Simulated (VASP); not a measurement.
VASP input:

**KPOINTS**
```
Automatic mesh
0
Gamma
15 15 15
0 0 0
```

POSCAR:
```
Ir
1
    0.0000000000     1.9200000000     1.9200000000
    1.9200000000     0.0000000000     1.9200000000
    1.9200000000     1.9200000000     0.0000000000
Ir
1
Direct
  0.0000000000   0.0000000000   0.0000000000
```

### INCAR
```
ALGO  =  Normal   ! blocked Davidson
NELM  =  100   ! most electronic steps
LCHARG  =  .False.
PREC  =  Accurate
LWAVE  =  .False.
LREAL  =  .False.
ISMEAR  =  1
LMAXMIX  =  6
AMIX  =  0.2
EDIFF  =  1E-6   ! SCF stop (eV)
ENCUT  =  400
SYSTEM  =  Ir
BMIX  =  3.0
SIGMA  =  0.1   ! width (eV)
LASPH  =  .True.   ! aspherical one-centre terms
GGA  =  PE   ! PBE
IMIX  =  1
ISIF  =  2
```

POTCAR, in this order: Ir (PBE.64 set). Program: vasp_std.

Question: Translate this PBE calculation to Ansatz.

Answer: One equivalent input (not run):
Ansatz 0.2 input:
```yaml
crystal:
  lattice:
    - [0.0000000, 1.9200000, 1.9200000]
    - [1.9200000, 0.0000000, 1.9200000]
    - [1.9200000, 1.9200000, 0.0000000]
  atoms:
    - { symbol: Ir, position: [0.0000000, 0.0000000, 0.0000000] }
kpoints:
  mp_grid: { grid: [15, 15, 15] }
hamiltonian:
  xc: pbe
  pseudopotentials: { kind: paw }
scf:
  occupations: { method: methfessel_paxton, width: 0.1 }
  max_iter: 100
output: { forces: true, stress: true, eigenvalues: true }
```
Limits of the translation: each code has its own PAW files, so the cut-off isn't converted (ENCUT is set for VASP's; basis.ecutwfc is left out, and Ansatz then takes the one that its files recommend); Ansatz stops its SCF on the density residual and VASP on the energy change (EDIFF).

The compound is Ir in the fcc structure. The cell was not relaxed at this level. The run is one of a series of settings (AMIX = 0.2, BMIX = 3.0, IMIX = 1 against the base run), some of them coarse on purpose.
